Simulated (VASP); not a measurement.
Data:

```xyz
3
Lattice="1.8413 -3.1893 0.0000 1.8413 3.1893 0.0000 0.0000 0.0000 6.5466" Properties=species:S:1:pos:R:3 pbc="T T T"
Zr     0.0000     0.0000     0.0000
S      1.8413     1.0631     1.4507
S      1.8413    -1.0631     5.0959
```

The numbers are results of PBE GGA, VASP's PBE PAW potentials (set 64) (plane waves; VASP), not measurements. Run with 400 eV cut-off, 8×8×4 Γ-centred mesh, Gaussian smearing of 0.050 eV, potentials Zr_sv S.

Without a dispersion term in the relaxation, distances and binding between the weakly bound layers, chains or molecules are unreliable, and so is what depends on them.

Problem. Estimate the energy per atom (σ→0).

Solution. 
| Property | Result |
|---|---|
| energy per atom (σ→0) | -7.147 eV/atom |

The compound is ZrS2 in the 1T layered structure. It was relaxed first, which changed the volume by +14 %. The start is the result of an earlier pass.
